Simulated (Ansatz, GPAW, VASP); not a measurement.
## Code comparison for K₂SnHgTe₄ (I-42m, 8 atoms in the cell)

Self-consistent single point.

```xyz
8
Lattice="-4.3935 4.3935 3.7358 4.3935 -4.3935 3.7358 4.3935 4.3935 -3.7358" Properties=species:S:1:pos:R:3 pbc="T T T"
K      0.0000     4.3935     0.0000
K      4.3935     0.0000     0.0000
Sn     0.0000     0.0000     0.0000
Hg     0.0000     0.0000     3.7358
Te     1.5410    -1.5410     5.6948
Te     2.8525     2.8525    -1.9589
Te    -1.5410     1.5410     5.6948
Te     1.5410     1.5410     1.7769
```

All programs got the same cell, k-point mesh and kind of occupations (some realise fixed ones as a very narrow smearing) (in Ansatz's words: kpoints.mp_grid.grid = 3 3 3; scf.occupations.method = fixed); potentials, basis and cutoffs are each program's usual ones.

| code | model | pressure (GPa) | largest force (eV/Å) | gap on the mesh (eV) | cutoff |
|---|---|---|---|---|---|
| GPAW | LDA (Perdew-Wang 92), GPAW PAW datasets LDA (gpaw-data 1.0.1) | -3.07 | 0.362 | 0.988 | 550 eV |
| Ansatz | LDA (PW92), default PAW files made with PBE | -2.95 | 0.324 | 0.981 | 420 eV |
| VASP | LDA (PZ), VASP's LDA PAW potentials (set 64) | -2.99 | 0.295 | 0.988 | 300 eV |

Gaps are read on the mesh. Another mesh or the band path gives a smaller gap, so these values are not converged in the mesh.

The spread over the programs that give each value: pressure within 0.12 GPa; largest force within 0.067 eV/Å; gap on the mesh within 0.007 eV.

The starting cell comes from a database of computed structures (which also holds hypothetical and non-ambient phases and stackings), without a prior relaxation at this level. On Ansatz's run: Spin-orbit coupling is off. Another mesh or the band path of this cell gives a smaller gap, so this value is not converged in the mesh.

Problem. Why do the programs differ, and what cannot be compared?

Solution. Differences of this kind can come from the potentials, where these differ, and from what each basis and cutoff leave unconverged. The valence holds different numbers of electrons (GPAW 74, Ansatz (a program for electronic structure) 116, VASP 68). The zero of total energies and Fermi levels follows the potentials and each program's conventions, so they are not compared here. Ansatz's pressure is given at a fixed set of plane waves, as the other plane-wave codes print theirs. The same LDA comes in different parametrisations, which differ slightly.

VASP's run is marked for a possible Pulay error in its stress at this cutoff; no cutoff test was made.

VASP ran the fixed occupations as a Gaussian smearing of 0.01 eV.

Left out of this page: Quantum ESPRESSO, CP2K and SIESTA (not drawn, or without a comparable value); ABINIT and FLEUR (stopped by limits of time or memory).

Keys are those of Ansatz 0.2.
